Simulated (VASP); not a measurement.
Computed with r2SCAN meta-GGA, VASP's PBE PAW potentials (set 64) (plane waves; VASP).

The input files of a VASP run:

INCAR:
```
# general
SYSTEM  = Nb(100) slab
PREC    = Normal
ENCUT   = 400
LREAL   = .FALSE.
LASPH   = .TRUE.

# electronic loop
EDIFF   = 1E-6
NELM    = 100
NELMIN  = 4
ALGO    = Normal
LMAXMIX = 4
LMIXTAU = .TRUE.

# smearing
ISMEAR  = 1
SIGMA   = 0.1

# functional
METAGGA = R2SCAN

# output
LWAVE   = .FALSE.
LCHARG  = .FALSE.
LORBIT  = 11
LVHAR   = .TRUE.

# other
LDIPOL  = .TRUE.
IDIPOL  = 3
DIPOL   = 0.5 0.5 0.5
```

KPOINTS:
```
Automatic mesh
0
Gamma
8 8 1
0 0 0
```

File POSCAR:
```
Nb(100) slab
1
    3.3038533307     0.0000000000     0.0000000000
    0.0000000000     3.3038533307     0.0000000000
    0.0000000000     0.0000000000    24.9290751318
Nb
6
Direct
  0.5000000000   0.0000000000   0.3420883674
  0.0000000000   0.5000000000   0.4000488402
  0.5000000000   0.0000000000   0.4646578036
  0.0000000000   0.5000000000   0.5353421964
  0.5000000000   0.0000000000   0.5999511598
  0.0000000000   0.5000000000   0.6579116326
```

POTCAR, in this order: Nb_sv (PBE.64 set). Program: vasp_std. Read from the step before: WAVECAR.

What VASP printed:

OSZICAR:
```
       N       E                     dE             d eps       ncg     rms          rms(c)
DAV:   1    -0.145747694740E+03   -0.14575E+03   -0.10656E-04  1776   0.523E-02    0.193E-02
DAV:   2    -0.145747690310E+03    0.44298E-05   -0.11072E-03  2124   0.176E-01    0.652E-02
DAV:   3    -0.145747655337E+03    0.34973E-04   -0.63710E-04  2018   0.146E-01    0.498E-03
DAV:   4    -0.145747695758E+03   -0.40421E-04   -0.48103E-05  1750   0.392E-02    0.143E-03
DAV:   5    -0.145747679152E+03    0.16606E-04   -0.92778E-06  1562   0.231E-02    0.939E-04
DAV:   6    -0.145747686016E+03   -0.68635E-05   -0.30718E-06  1100   0.147E-02    0.418E-04
DAV:   7    -0.145747689535E+03   -0.35196E-05   -0.22384E-06  1004   0.140E-02    0.299E-04
DAV:   8    -0.145747680377E+03    0.91585E-05   -0.96029E-07   846   0.885E-03    0.278E-04
DAV:   9    -0.145747680533E+03   -0.15596E-06   -0.49291E-07   860   0.687E-03
   1 F= -.14574768E+03 E0= -.14574770E+03  d E =0.723773E-04
```

**OUTCAR**
```
------------------------ aborting loop because EDIFF is reached ----------------------------------------
  FORCE on cell =-STRESS in cart. coord.  units (eV):
  Direction    XX          YY          ZZ          XY          YZ          ZX
  --------------------------------------------------------------------------------------
  Total       -1.3707592     -1.3707592     -0.4143058      0.0000000     -0.0000000     -0.0000000
  in kB       -8.0709389     -8.0709389     -2.4394053      0.0000000     -0.0000000     -0.0000000
  external PRESSURE =      -6.1937610 kB  Pullay stress =       0.0000000 kB
  volume of cell :      272.11
      direct lattice vectors                 reciprocal lattice vectors
     3.303853331  0.000000000  0.000000000     0.302676875  0.000000000  0.000000000
     0.000000000  3.303853331  0.000000000     0.000000000  0.302676875  0.000000000
     0.000000000  0.000000000 24.929075132     0.000000000  0.000000000  0.040113803
 POSITION                                       TOTAL-FORCE (eV/Angst)
 -----------------------------------------------------------------------------------
      1.65193      0.00000      8.52795         0.000000      0.000000     -0.003178
      0.00000      1.65193      9.97285         0.000000      0.000000      0.003006
      1.65193      0.00000     11.58349        -0.000000     -0.000000      0.016578
      0.00000      1.65193     13.34559         0.000000      0.000000     -0.016578
      1.65193      0.00000     14.95623         0.000000     -0.000000     -0.003006
      0.00000      1.65193     16.40113         0.000000     -0.000000      0.003178
 -----------------------------------------------------------------------------------
    total drift:                                0.000000     -0.000000      0.000000
  FREE ENERGIE OF THE ION-ELECTRON SYSTEM (eV)
  ---------------------------------------------------
  free  energy   TOTEN  =      -145.7476805327 eV

  energy  without entropy=     -145.7477529100  energy(sigma->0) =     -145.74770466

 total charge

# of ion       s       p       d       tot
------------------------------------------
    1        2.225   5.954   2.495  10.674
    2        2.233   6.006   2.566  10.805
    3        2.214   6.014   2.440  10.668
    4        2.214   6.014   2.440  10.668
    5        2.233   6.006   2.566  10.805
    6        2.225   5.954   2.495  10.674
--------------------------------------------------
tot         13.346  35.947  15.002  64.294
```
(Selected blocks of OUTCAR.)

The cell is a thin slab with vacuum, built from Nb (bcc): (100) face.
